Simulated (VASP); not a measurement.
## PdIn: stress against strain

PdIn (CsCl type, Pm-3m, 17.133 Å³/atom and stress up to 0.01 GPa in the relaxed cell, cube axes along x, y and z) under an equal strain ε along x and y, with z held. PBEsol in VASP (plane waves, PAW), 480 eV, 14×14×14 Γ-centred mesh, Methfessel-Paxton smearing 0.10 eV; ions are relaxed, or left where forces stay under 0.02 eV/Å, within the symmetry of each cell. Stress is positive for a compressed cell.

Here s stands for strain and y for stress xx.

| strain (%) | stress xx (GPa) |
|---|---|
| -1.50 | 4.66 |
| -1.00 | 2.97 |
| -0.50 | 1.42 |
| 0.00 | -0.01 |
| 0.50 | -1.34 |
| 1.00 | -2.60 |
| 1.50 | -3.81 |
| 3.00 | ? |

Taking a straight line for y over the 7 complete rows: Means: s 0, y 0.184. About the means, the sum of products is -19.655 and the sum of squares of s is 7.0000; the slope is their ratio. Least squares gives y = 0.184 - 2.8079·s. Residuals (row less fit): 0.264, -0.022, -0.168, -0.194, -0.120, 0.024, 0.218; standard error 0.199 (degrees of freedom: 5). The slope gives the elastic constants C11 + C12 = about 280 GPa.

### Question
What does the fit predict for y at s = 3.00, and how far is the calculated value from it?

### Answer
y = 0.184 - 2.8079 × 3.0 = -8.240 GPa. The calculation gives -7.10 GPa, 1.140 GPa above the prediction (9.7 % of the range of y in the table). The row lies outside the fitted rows, so this is an extrapolation. From the scatter of the fitted rows alone, a prediction at this place has a standard error of 0.311 GPa, so the miss is 3.7 times that.

A polynomial of degree 2 through the 12 other runs of the series gives -6.92 there, so most of the miss is curvature that the fit leaves out. In a metal these values are sensitive to mesh and smearing; energies are taken to zero smearing, stresses follow the free energy. The runs aren't spin-polarised. For PdIn: the electron count is odd and the run is not spin-polarised, which forces a metal. Rows are the converged runs of the series near zero and its far end, less any whose ions stayed unrelaxed beside relaxed ones; series whose fitted rows scatter by over a few per cent of the range, as at a crossing or softening among them, aren't shown in this form. Most that stay on the fit to the last digits aren't either.
